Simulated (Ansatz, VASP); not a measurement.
# Cross-check of ZnGa37O57 (amorphous Ga2O3) between VASP and Ansatz

Aim: how closely do two programs agree when they are given the same cell, functional and k mesh? The structure shown is the start of the Ansatz relaxation below; VASP solves that cell, so the two are compared at the walk's first step.

Method: plane waves, with VASP 6.6.1 beside it; single point at PBE, in Ansatz 0.2.0.

### 1. The structure

The cell holds 95 atoms: 37 Ga, 1 Zn and 57 O. Its edges and angles: a = 10.839 Å, b = 10.839 Å, c = 10.839 Å, α = 90.0°, β = 90.0°, γ = 90.0°. It derives from Ga2O3 (amorphous Ga2O3). As first built, before any earlier steps moved the atoms (in the runner's words): 95 atoms (38 Fe, 57 O) placed at random at 3.99 g/cm^3, melted at 5000 K for 10 ps at fixed volume with the Morse and Coulomb pair potential with partial charges (Pedone, Malavasi, Menziani, Cormack and Segre, J. Phys. Chem. B 110, 11780 (2006)). Quenched from 5000 K to 300 K at 50 K/ps and fixed volume, held 5 ps, then minimised at fixed cell. Then Fe was replaced by Ga and the cell scaled by 1.003 (the potential has no terms for the new elements, so the cell is a start for a DFT relaxation). Nearest the centre at fractional (0.493, 0.388, 0.865): Zn38 at 0.00 Å, O71 at 1.88 Å, O62 at 1.88 Å, O84 at 1.91 Å, O86 at 1.91 Å, O72 at 2.78 Å, Ga35 at 2.81 Å, Ga37 at 2.96 Å.

### 2. Ansatz: relaxation, PBE

Ansatz runs on its default PAW (the set named soft_2) files.

The two programs are compared at the cell with which this relaxation starts, whose forces are those of its first step.

input.yaml

```yaml
crystal:
  lattice:
    - [10.83912, 0.0, 0.0]
    - [0.0, 10.83912, 0.0]
    - [0.0, 0.0, 10.83912]
  atoms:
    - { symbol: Ga, position: [0.99628, 0.94896, 0.65971] }
    - { symbol: Ga, position: [0.64089, 0.24102, 0.39161] }
[... 1 atom line left out ...]
    - { symbol: Ga, position: [0.59242, 0.71987, 0.59844] }
[... 1 atom line left out ...]
    - { symbol: Ga, position: [0.78766, 0.18607, 0.86851] }
    - { symbol: Ga, position: [0.38016, 0.00336, 0.64372] }
[... 4 atom lines left out ...]
    - { symbol: Ga, position: [0.85547, 0.31102, 0.15939] }
    - { symbol: Ga, position: [0.09486, 0.52241, 0.67083] }
[... 2 atom lines left out ...]
    - { symbol: Ga, position: [0.16577, 0.0925, 0.89227] }
    - { symbol: Ga, position: [0.28039, 0.29428, 0.71334] }
    - { symbol: Ga, position: [0.69139, 0.47592, 0.64889] }
[... 3 atom lines left out ...]
    - { symbol: Ga, position: [0.90448, 0.42386, 0.85694] }
[... 3 atom lines left out ...]
    - { symbol: Ga, position: [0.92122, 0.1087, 0.38363] }
    - { symbol: Ga, position: [0.39678, 0.53907, 0.59261] }
[... 5 atom lines left out ...]
    - { symbol: Ga, position: [0.10297, 0.33509, 0.45336] }
    - { symbol: Ga, position: [0.36926, 0.23196, 0.45524] }
    - { symbol: Ga, position: [0.52443, 0.25716, 0.14536] }
[... 1 atom line left out ...]
    - { symbol: Ga, position: [0.95725, 0.90675, 0.96561] }
    - { symbol: Ga, position: [0.5777, 0.21021, 0.67563] }
    - { symbol: O, position: [0.4795, 0.26866, 0.3154] }
    - { symbol: O, position: [0.52738, 0.03413, 0.73363] }
[... 3 atom lines left out ...]
    - { symbol: O, position: [0.17795, 0.53756, 0.04957] }
    - { symbol: O, position: [0.42723, 0.11995, 0.08685] }
[... 2 atom lines left out ...]
    - { symbol: O, position: [0.64062, 0.15839, 0.96516] }
[... 2 atom lines left out ...]
    - { symbol: O, position: [0.13104, 0.36395, 0.62215] }
[... 1 atom line left out ...]
    - { symbol: O, position: [0.69243, 0.2903, 0.21857] }
    - { symbol: O, position: [0.31908, 0.01744, 0.86218] }
[... 1 atom line left out ...]
    - { symbol: O, position: [0.1891, 0.31024, 0.12691] }
[... 1 atom line left out ...]
    - { symbol: O, position: [0.37489, 0.37416, 0.56685] }
[... 2 atom lines left out ...]
    - { symbol: O, position: [0.52462, 0.16775, 0.51752] }
    - { symbol: O, position: [0.45031, 0.37532, 0.03238], spin: 0.6 }
[... 2 atom lines left out ...]
    - { symbol: O, position: [0.80583, 0.54216, 0.77056] }
    - { symbol: O, position: [0.6701, 0.79268, 0.75273] }
[... 2 atom lines left out ...]
    - { symbol: O, position: [0.85003, 0.31452, 0.9813] }
[... 1 atom line left out ...]
    - { symbol: O, position: [0.63791, 0.3547, 0.77463], spin: 0.6 }
    - { symbol: O, position: [0.54001, 0.56579, 0.68614] }
    - { symbol: O, position: [0.04967, 0.51989, 0.83704] }
[... 1 atom line left out ...]
    - { symbol: O, position: [0.89674, 0.28228, 0.75748] }
    - { symbol: O, position: [0.21894, 0.74834, 0.86157] }
    - { symbol: O, position: [0.28889, 0.14784, 0.61273] }
[... 4 atom lines left out ...]
    - { symbol: O, position: [0.7368, 0.11907, 0.69317] }
    - { symbol: O, position: [0.45836, 0.66793, 0.48884] }
    - { symbol: O, position: [0.33229, 0.44713, 0.82443], spin: 0.6 }
[... 1 atom line left out ...]
    - { symbol: O, position: [0.4415, 0.23294, 0.79902], spin: 0.6 }
[... 1 atom line left out ...]
    - { symbol: O, position: [0.24028, 0.61209, 0.62298] }
    - { symbol: O, position: [0.72893, 0.62138, 0.54284] }
    - { symbol: O, position: [0.71116, 0.33091, 0.5432] }
[... 4 atom lines left out ...]
    - { symbol: O, position: [0.18936, 0.25812, 0.86567] }
magnetization:
  spin_polarized: true
kpoints:
  mp_grid: { grid: [1, 1, 1] }
hamiltonian:
  xc: pbe
scf:
  occupations: { method: fermi_dirac, width: 0.025 }
  lower_state_search: "off"
output:
  forces: true
  eigenvalues: true
relax:
  f_tol: 0.05
  max_steps: 90
```

The run is started by

```console
$ ansatz run input.yaml --threads 4 --pin off --max-ram 8192MiB --backend cpu --events-out ev --progress --plain --runs-dir out
```

Numbers of over 12 decimals in the logs are rounded to 6 here.

What it wrote:

```text
Engine: ansatz 0.2.0, x86_64-unknown-linux-gnu
Pseudopotentials: kind: paw
Pseudopotential: Ga, paw, valence charge 13, recommended cutoff 420 eV (normal), Ga.paw.azcp
Pseudopotential: Zn, paw, valence charge 12, recommended cutoff 420 eV (normal), Zn.paw.azcp
Pseudopotential: O, paw, valence charge 6, recommended cutoff 420 eV (normal), O.paw.azcp
Functional definition: PBE
  parameter kappa = 0.804
  parameter beta = 0.066725
  exchange = pbe_x(kappa = kappa, mu = beta*pi^2/3)
  correlation = pbe_c(beta = beta)
Crystal: 95 atoms, lattice volume = 1273.451 Å³
Basis set: ecut = 420 eV, 24885 PW (Γ), exchange–correlation on 150×150×150 points (8 copies of the dense FFT grid, shifted against one another)
Bands: 514, of which v1, the nominal top of the filled ones, is band 418 counted from 1 (417 counted from 0)
Symmetry: 1 space group operations
Space group: P1 (ITA 1), of the structure as read, at distance tolerance 1.1e-4 Å
Magnetic group: BNS 1.1 (UNI 1), of the structure as read, at distance tolerance 1.1e-4 Å
k-points: 1
Non-local potential: Ga, projectors of the file, l = 0: 2, l = 1: 2, l = 2: 3, l = 3: 1
Non-local potential: Zn, projectors of the file, l = 0: 2, l = 1: 2, l = 2: 3, l = 3: 1
Non-local potential: O, projectors of the file, l = 0: 2, l = 1: 2, l = 2: 1
PAW form: soft (Blöchl's): semilocal exchange-correlation on the pseudo side does not see the compensation charge
PAW one-centre angular grid: Ga, 590 points (default); XC on 64 Gauss nodes
PAW one-centre angular grid: Zn, 590 points (default); XC on 64 Gauss nodes
PAW one-centre angular grid: O, 110 points (default); XC on 64 Gauss nodes
Initial density: superposition of atomic densities (chi_scale 0.1, normalization cell, long waves kept (reshape's long-wave potential 0.21 eV rms))
Starting moments: Σ|m| = 3 μB on 5 of 95 sites
Initial wavefunctions: pseudopotential atomic-orbital guess
Functional: x = pbe(κ = 0.804, μ = 0.219515), c = pbe(β = 0.066725)
SCF iter   1: F=—  HF=-175672.341155 eV  |F-HF|=—  |Δ(HF+E_count)|=         —  Δρ=5.12e-2 (↑4.82e-2 ↓5.12e-2)  dr2=6.79e1  dr2_m=1.22e0  M=1.000 μB ∫|m|=1.364 μB  β_m=0.30  ethr=3.10e-3  ⟨swp⟩=6.0  Hψ=3464  notcnv=0  defer=143
preconditioner: auto → Resta (q_TF=auto, 2.543 Å⁻¹)  ε∞=3.8  [insulator: Δε(μ)=0.060 eV  Ē_g=17.861 eV  σ=0.025 eV  W_gap=0.54  n_scr=364 (ndim 8)  ℏωp=30.1 eV  f_vac=0.126  D(μ)=14.21/eV (n_scr^D=80)  ε∞_Penn≈3.8]
spin=Collinear: Resta preconditioning applied to the charge; magnetization (m = ρ↑ − ρ↓) channel mixes plain (no charge-response kernel on spin).
SCF iter   2: F=—  HF=-175658.445157 eV  |F-HF|=—  |Δ(HF+E_count)|=    1.39e1  Δρ=3.29e-2 (↑3.10e-2 ↓3.29e-2)  dr2=2.75e1  dr2_m=6.19e-1  M=0.926 μB ∫|m|=1.251 μB  β_m=0.30  ethr=3.10e-3  ⟨swp⟩=3.0  Hψ=2023  notcnv=0  defer=180
SCF iter   3: F=—  HF=-175650.932114 eV  |F-HF|=—  |Δ(HF+E_count)|=    7.51e0  Δρ=2.01e-2 (↑1.36e-2 ↓2.01e-2)  dr2=1.10e1  dr2_m=6.97e-1  M=1.000 μB ∫|m|=1.335 μB  β_m=0.30  ethr=3.10e-3  ⟨swp⟩=2.5  Hψ=1753  notcnv=0  defer=180
SCF iter   4: F=—  HF=-175649.408840 eV  |F-HF|=—  |Δ(HF+E_count)|=    1.52e0  Δρ=1.03e-2 (↑7.94e-3 ↓1.03e-2)  dr2=2.40e0  dr2_m=2.96e-1  M=1.000 μB ∫|m|=1.238 μB  β_m=0.30  ethr=1.32e-3  ⟨swp⟩=2.0  Hψ=1782  notcnv=0  defer=180
SCF iter   5: F=—  HF=-175649.097983 eV  |F-HF|=—  |Δ(HF+E_count)|=   3.11e-1  Δρ=6.86e-3 (↑4.44e-3 ↓6.86e-3)  dr2=1.04e0  dr2_m=1.64e-1  M=0.943 μB ∫|m|=1.158 μB  β_m=0.30  ethr=2.88e-4  ⟨swp⟩=2.0  Hψ=1604  notcnv=0  defer=180
SCF iter   6: F=—  HF=-175649.157880 eV  |F-HF|=—  |Δ(HF+E_count)|=   5.99e-2  Δρ=3.81e-3 (↑3.04e-3 ↓3.81e-3)  dr2=2.48e-1  dr2_m=7.18e-2  M=0.966 μB ∫|m|=1.150 μB  β_m=0.30  ethr=1.24e-4  ⟨swp⟩=3.0  Hψ=1766  notcnv=0  defer=180
SCF iter   7: F=—  HF=-175649.263930 eV  |F-HF|=—  |Δ(HF+E_count)|=   1.06e-1  Δρ=3.83e-3 (↑2.31e-3 ↓3.83e-3)  dr2=2.54e-1  dr2_m=5.75e-2  M=0.988 μB ∫|m|=1.145 μB  β_m=0.30  ethr=2.97e-5  ⟨swp⟩=2.0  Hψ=1641  notcnv=0  defer=180
SCF iter   8: F=—  HF=-175649.284753 eV  |F-HF|=—  |Δ(HF+E_count)|=   2.08e-2  Δρ=1.48e-3 (↑1.48e-3 ↓1.17e-3)  dr2=3.43e-2  dr2_m=1.48e-2  M=0.978 μB ∫|m|=1.123 μB  β_m=0.30  ethr=2.97e-5  ⟨swp⟩=2.0  Hψ=1586  notcnv=0  defer=180
SCF iter   9: F=—  HF=-175649.288175 eV  |F-HF|=—  |Δ(HF+E_count)|=   3.42e-3  Δρ=1.32e-3 (↑1.07e-3 ↓1.32e-3)  dr2=1.30e-2  dr2_m=1.41e-2  M=0.953 μB ∫|m|=1.098 μB  β_m=0.30  ethr=4.11e-6  ⟨swp⟩=2.0  Hψ=1752  notcnv=0  defer=180
Mixer restart at iter 9: flushing history
spin-set hold released at iteration 9 (site moments contracting): the magnetisation degrees of freedom join the quasi-Newton model from the next iteration; the mixer history was flushed
SCF iter  10: F=—  HF=-175649.295365 eV  |F-HF|=—  |Δ(HF+E_count)|=   7.19e-3  Δρ=1.01e-3 (↑8.88e-4 ↓1.01e-3)  dr2=1.11e-2  dr2_m=8.32e-3  M=0.989 μB ∫|m|=1.124 μB  β_m=0.47  ethr=1.55e-6  ⟨swp⟩=2.0  Hψ=1576  notcnv=0  defer=180
[...]
--- Relaxed structure (5 steps of the walk, 5 accepted, 0 SCFs on fresh bases) ---
  F+E_penalty+E_count = -175649.65720783 eV   max|allowed force component| = 4.778e-2 eV/Å
  atoms:
    - { symbol: Ga, position: [0.996121, 0.948381, 0.659862] }
    - { symbol: Ga, position: [0.641374, 0.241207, 0.389659] }
    - { symbol: Ga, position: [0.142824, 0.157880, 0.204489] }
    - { symbol: Ga, position: [0.593636, 0.719304, 0.599702] }
    - { symbol: Ga, position: [0.171881, 0.927810, 0.416724] }
    - { symbol: Ga, position: [0.784767, 0.188398, 0.865770] }
    - { symbol: Ga, position: [0.380021, 0.003437, 0.644531] }
    - { symbol: Ga, position: [0.706341, 0.993966, 0.037483] }
    - { symbol: Ga, position: [0.108794, 0.635356, 0.408119] }
    - { symbol: Ga, position: [0.860597, 0.228361, 0.597732] }
    - { symbol: Ga, position: [0.097447, 0.662470, 0.953777] }
    - { symbol: Ga, position: [0.853822, 0.309637, 0.158050] }
    - { symbol: Ga, position: [0.095190, 0.523374, 0.671010] }
    - { symbol: Ga, position: [0.860975, 0.713302, 0.480268] }
    - { symbol: Ga, position: [0.391591, 0.797663, 0.404677] }
    - { symbol: Ga, position: [0.165044, 0.091926, 0.892783] }
    - { symbol: Ga, position: [0.277117, 0.297735, 0.714597] }
    - { symbol: Ga, position: [0.693148, 0.473544, 0.648560] }
    - { symbol: Ga, position: [0.191270, 0.904857, 0.124789] }
    - { symbol: Ga, position: [0.100659, 0.450716, 0.180818] }
    - { symbol: Ga, position: [0.913552, 0.836625, 0.250898] }
    - { symbol: Ga, position: [0.905397, 0.423351, 0.855931] }
    - { symbol: Ga, position: [0.473361, 0.954779, 0.143725] }
    - { symbol: Ga, position: [0.654360, 0.938564, 0.360005] }
    - { symbol: Zn, position: [0.502790, 0.399610, 0.864557] }
[...]
- { symbol: Ga, position: [0.370684, 0.853551, 0.901081] }
    - { symbol: Ga, position: [0.671891, 0.953776, 0.681380] }
    - { symbol: Ga, position: [0.103356, 0.334934, 0.453003] }
    - { symbol: Ga, position: [0.369658, 0.233929, 0.454768] }
    - { symbol: Ga, position: [0.518838, 0.261836, 0.146331] }
    - { symbol: Ga, position: [0.267152, 0.382903, 0.983877] }
    - { symbol: Ga, position: [0.956698, 0.906988, 0.965482] }
    - { symbol: Ga, position: [0.579788, 0.212648, 0.672335] }
    - { symbol: O, position: [0.478917, 0.272155, 0.316442] }
    - { symbol: O, position: [0.526618, 0.038068, 0.734521] }
    - { symbol: O, position: [0.338854, 0.943928, 0.484327] }
    - { symbol: O, position: [0.146050, 0.477207, 0.350999] }
    - { symbol: O, position: [0.223964, 0.00538523, 0.260827] }
    - { symbol: O, position: [0.178206, 0.536108, 0.049828] }
    - { symbol: O, position: [0.426700, 0.120597, 0.088161] }
    - { symbol: O, position: [0.069341, 0.795373, 0.079904] }
    - { symbol: O, position: [0.965597, 0.693736, 0.334362] }
    - { symbol: O, position: [0.639784, 0.158715, 0.964247] }
    - { symbol: O, position: [0.343434, 0.848566, 0.075582] }
    - { symbol: O, position: [0.958042, 0.082502, 0.565078] }
    - { symbol: O, position: [0.129280, 0.364347, 0.622073] }
    - { symbol: O, position: [0.964091, 0.178074, 0.223736] }
    - { symbol: O, position: [0.690772, 0.290216, 0.217305] }
    - { symbol: O, position: [0.319908, 0.019131, 0.862932] }
    - { symbol: O, position: [0.540243, 0.925074, 0.971803] }
    - { symbol: O, position: [0.186669, 0.307923, 0.128182] }
    - { symbol: O, position: [0.207715, 0.220692, 0.378863] }
    - { symbol: O, position: [0.372603, 0.375042, 0.565130] }
    - { symbol: O, position: [0.940511, 0.281517, 0.447933] }
    - { symbol: O, position: [0.00734495, 0.606445, 0.549087] }
    - { symbol: O, position: [0.524190, 0.167295, 0.516095] }
    - { symbol: O, position: [0.443541, 0.375991, 0.035552] }
[...]
- { symbol: O, position: [0.241857, 0.611891, 0.625879] }
    - { symbol: O, position: [0.729512, 0.620748, 0.543297] }
    - { symbol: O, position: [0.712835, 0.330337, 0.538882] }
    - { symbol: O, position: [0.115626, 0.048242, 0.051658] }
    - { symbol: O, position: [0.879384, 0.820417, 0.630818] }
    - { symbol: O, position: [0.941505, 0.746984, 0.888844] }
    - { symbol: O, position: [0.848583, 0.895906, 0.105610] }
    - { symbol: O, position: [0.188456, 0.256981, 0.867516] }
```

(Part 1 of 2 ends here.)

[Lines on the potential files, build, host, timing and source positions are cut from VASP's logs without a mark.]

[Logs are printed without paths, hosts, clocks, repeated set-up lines and the standing remarks that a program may print on its own settings, such as how far it seeks lower states.]

[Hosts, paths, dates, database ids (printed as entryN), source tags and the programs' standing remarks are cut or masked in the printed files.]
